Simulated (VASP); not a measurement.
Crystal: BaAs7.

```
Ba As
1.0
     5.84915    0.00000    0.00000
     0.00000    5.84915    0.00000
     0.00000    0.00000    5.84915
Ba As
1 7
Direct
  0.50000 0.50000 0.50000
  0.14879 0.50000 0.50000
  0.85121 0.50000 0.50000
  0.50000 0.14879 0.50000
  0.50000 0.85121 0.50000
  0.50000 0.50000 0.14879
  0.50000 0.50000 0.85121
  0.00000 0.00000 0.00000
```

The cell was built by a generator and needn't be a form met in nature.

The cell isn't the ideal one: random cell by space group and Wyckoff sites (Pm-3m, No. 221).

- Program: VASP 6.6.1
- Task: relaxation of cell and atoms
- Functional: PBE
- Potentials or basis: VASP PAW PBE potentials, release 64 (Ba_sv, As)
- Cutoff: 600 eV
- k mesh: 4 × 4 × 4
- Occupations: gaussian, width 0.1 eV
- Spin: no spin polarisation

At the start: pressure 101.4 GPa; volume 25.01 Å³/atom.

Problem. How do energy, volume and symmetry change on relaxing?

Solution. Over 20 steps the energy falls by 6249.5 meV/atom and the volume is 79.45 Å³/atom (+217.6 %); space group Pm-3m (No. 221, to 0.05 Å).

Step by step:
```tsv
step	energy change (eV)	largest force (eV/Å)	pressure (GPa)	volume (Å³)
1	0.0000	4.5848	101.38	200.11
2	-36.5689	0.3092	-1.14	1097.66
3	-37.1896	0.5923	-1.18	1016.63
4	-37.7717	0.9152	-1.20	945.58
5	-40.5521	5.3996	2.97	480.45
6	-40.2560	3.3012	-0.57	655.59
7	-40.7129	4.2707	0.45	577.04
8	-40.7528	4.4825	0.77	561.01
9	-45.7430	4.2793	-1.47	609.71
10	-45.6679	11.8619	4.06	726.78
11	-48.5565	3.3297	-1.59	639.86
12	-49.9053	0.6949	-0.08	682.40
13	-49.9348	0.5236	-0.57	673.72
14	-49.9469	0.1548	-0.42	676.55
15	-49.9407	0.1888	-0.28	679.00
16	-49.9747	0.0725	-0.21	662.32
17	-49.9953	0.0951	-0.08	638.74
18	-49.9954	0.1052	-0.07	637.35
19	-49.9882	0.3352	0.22	630.20
20	-49.9962	0.0007	0.00	635.57
```

Final structure:
```yaml
crystal:
  lattice:
    - [8.59782, 0.00000, 0.00000]
    - [0.00000, 8.59782, 0.00000]
    - [0.00000, 0.00000, 8.59782]
  atoms:
    - { symbol: Ba, position: [0.50000, 0.50000, 0.50000] }
    - { symbol: As, position: [0.12445, 0.50000, 0.50000] }
    - { symbol: As, position: [0.87555, 0.50000, 0.50000] }
    - { symbol: As, position: [0.50000, 0.12445, 0.50000] }
    - { symbol: As, position: [0.50000, 0.87555, 0.50000] }
    - { symbol: As, position: [0.50000, 0.50000, 0.12445] }
    - { symbol: As, position: [0.50000, 0.50000, 0.87555] }
    - { symbol: As, position: [0.00000, 0.00000, 0.00000] }
```

Caveat: the volume moved by over 15 % at a fixed basis, so the end points are rough.
